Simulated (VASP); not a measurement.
Output of a VASP run:

### OSZICAR
```
       N       E                     dE             d eps       ncg     rms          rms(c)
DAV:   1     0.100781901391E+03    0.10078E+03   -0.82001E+03  2648   0.132E+03
DAV:   2    -0.127334514567E+02   -0.11352E+03   -0.10910E+03  2954   0.330E+02
DAV:   3    -0.173765471615E+02   -0.46431E+01   -0.44301E+01  3896   0.589E+01
DAV:   4    -0.175428931819E+02   -0.16635E+00   -0.16521E+00  3410   0.105E+01
DAV:   5    -0.175471156583E+02   -0.42225E-02   -0.42131E-02  3731   0.140E+00    0.172E+01
DAV:   6    -0.160058623864E+02    0.15413E+01   -0.77299E+00  2839   0.189E+01    0.690E+00
DAV:   7    -0.159534561825E+02    0.52406E-01   -0.38190E-01  3126   0.480E+00    0.462E+00
DAV:   8    -0.159503277567E+02    0.31284E-02   -0.46400E-02  3032   0.206E+00    0.256E-01
DAV:   9    -0.159493160033E+02    0.10118E-02   -0.78408E-03  3426   0.475E-01    0.191E-01
DAV:  10    -0.159494165410E+02   -0.10054E-03   -0.71469E-04  3016   0.345E-01    0.419E-02
DAV:  11    -0.159494099817E+02    0.65593E-05   -0.80975E-05  3138   0.650E-02    0.723E-03
DAV:  12    -0.159494084198E+02    0.15618E-05   -0.29446E-06  3046   0.226E-02    0.273E-03
DAV:  13    -0.159494094909E+02   -0.10710E-05   -0.37105E-07  2994   0.572E-03    0.942E-04
DAV:  14    -0.159494093068E+02    0.18407E-06   -0.15374E-08  1470   0.146E-03    0.395E-04
DAV:  15    -0.159494092694E+02    0.37446E-07   -0.41822E-09  1431   0.837E-04
   1 F= -.15949409E+02 E0= -.15949409E+02  d E =0.000000E+00
```

### OUTCAR
```
------------------------ aborting loop because EDIFF is reached ----------------------------------------
  FORCE on cell =-STRESS in cart. coord.  units (eV):
  Direction    XX          YY          ZZ          XY          YZ          ZX
  --------------------------------------------------------------------------------------
  Total        0.0596558      0.0596558      0.0596558      0.0000000      0.0000000     -0.0000000
  in kB        3.5579448      3.5579448      3.5579448      0.0000000      0.0000000     -0.0000000
  external PRESSURE =       3.5579448 kB  Pullay stress =       0.0000000 kB
  volume of cell :       26.86
      direct lattice vectors                 reciprocal lattice vectors
     2.994939022  0.000000000  0.000000000     0.333896615  0.000000000  0.000000000
     0.000000000  2.994939022  0.000000000     0.000000000  0.333896615  0.000000000
     0.000000000  0.000000000  2.994939022     0.000000000  0.000000000  0.333896615
 POSITION                                       TOTAL-FORCE (eV/Angst)
 -----------------------------------------------------------------------------------
      0.00000      0.00000      0.00000         0.000000      0.000000      0.000000
      1.49747      1.49747      1.49747         0.000000      0.000000      0.000000
 -----------------------------------------------------------------------------------
    total drift:                                0.000000      0.000000      0.000000
  FREE ENERGIE OF THE ION-ELECTRON SYSTEM (eV)
  ---------------------------------------------------
  free  energy   TOTEN  =       -15.9494092694 eV

  energy  without entropy=      -15.9494092694  energy(sigma->0) =      -15.94940927

 total charge

# of ion       s       p       d       tot
------------------------------------------
    1        2.194   5.993   1.800   9.986
    2        0.723   0.946   0.000   1.669
--------------------------------------------------
tot          2.917   6.939   1.800  11.656
```
(Selected blocks of OUTCAR.)

**POSCAR**
```
ZrB
1
    2.9949390217     0.0000000000     0.0000000000
    0.0000000000     2.9949390217     0.0000000000
   -0.0000000000    -0.0000000000     2.9949390217
Zr B
1 1
Direct
  0.0000000000   0.0000000000   0.0000000000
  0.5000000000   0.5000000000   0.5000000000
```

**Question.** Write an INCAR and KPOINTS that could have produced this output.

**Answer.** This is not unique; one that fits is the input of the run itself, PBEsol GGA, plane waves, VASP's PBE PAW potentials (set 64).

### INCAR
```
LCHARG = .True.
LMAXMIX = 4
ISMEAR = -5
LASPH = .True.
GGA = PS
ALGO = Normal   # blocked Davidson
LREAL = .False.
LORBIT = 11
LWAVE = .False.
NELM = 100   # most electronic steps
SYSTEM = ZrB
NEDOS = 601   # DOS grid
PREC = Accurate
ISIF = 2
ENCUT = 520
EDIFF = 1E-7
```

**KPOINTS**
```
Automatic mesh
0
Gamma
14 14 14
0 0 0
```

POTCAR, in this order: Zr_sv B (PBE.64 set). Program: vasp_std.

For a metal the tetrahedron method with Blöchl corrections gives inexact stress and forces.

The structure was generated: ZrB was put into the CsCl type type (Pm-3m), which need not be its known phase. It was relaxed first, which changed the volume by -30 %. The electron count is odd and the run is not spin-polarised, which forces a metal.
